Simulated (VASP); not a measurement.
MgS (Niningerite):

```
CELL_PARAMETERS angstrom
0.00000 2.60165 2.60165
2.60165 0.00000 2.60165
2.60165 2.60165 0.00000
ATOMIC_POSITIONS crystal
S 0.50000 0.50000 0.50000
Mg 0.00000 0.00000 0.00000
```

Base run:

- Program: VASP 6.6.1
- Functional: TB-mBJ
- Potentials or basis: VASP PAW PBE potentials, release 64 (S, Mg)
- Cutoff: 520 eV
- k mesh: 8 × 8 × 8
- Occupations: gaussian, width 0.02 eV
- Spin: no spin polarisation

Its results: band gap on the k mesh 4.00 eV, indirect (least direct gap 5.08 eV).

Q: The run is repeated on the same cell with these changes: functional from TB-mBJ to PBE; further incar settings from ALGO = Normal; EDIFF = 1e-06; NBANDS = 11 to ALGO = Fast; EDIFF = 1e-08. What comes out?

A: Band gap on the k mesh 2.78 eV, indirect (least direct gap 3.71 eV).
